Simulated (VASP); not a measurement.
Input:

```yaml
crystal:
  lattice:
    - [-1.89689, 1.89689, 4.78758]
    - [1.89689, -1.89689, 4.78758]
    - [1.89689, 1.89689, -4.78758]
  atoms:
    - { symbol: Ti, position: [0.75000, 0.25000, 0.50000] }
    - { symbol: Ti, position: [0.00000, 0.00000, 0.00000] }
    - { symbol: O, position: [0.54165, 0.04165, 0.50000] }
    - { symbol: O, position: [0.79165, 0.79165, 0.00000] }
    - { symbol: O, position: [0.20835, 0.20835, 0.00000] }
    - { symbol: O, position: [0.95835, 0.45835, 0.50000] }
```

All values below come from optB86b-vdW, VASP's PBE PAW potentials (set 64) (plane waves; VASP 6.6.1). Run with 520 eV cut-off, 9×9×9 Γ-centred mesh, tetrahedra with Blöchl corrections, potentials Ti_sv O.

The cores are frozen, which limits the accuracy of field gradients.

**Question.** Give the principal components of the electric field gradient (V/Å²) and the asymmetry η at each nucleus.

**Answer.** 
| atom | Vxx | Vyy | Vzz | η |
|---|---|---|---|---|
| Ti1 | -6.6 | -6.6 | 13.1 | 0.00 |
| Ti2 | -6.6 | -6.6 | 13.1 | 0.00 |
| O3 | -10.3 | -4.8 | 15.1 | 0.37 |
| O4 | -10.3 | -4.8 | 15.1 | 0.37 |
| O5 | -10.3 | -4.8 | 15.1 | 0.37 |
| O6 | -10.3 | -4.8 | 15.1 | 0.37 |

The compound is TiO2 in the anatase structure, one of several forms; rutile is the usual stable one. It was relaxed first.
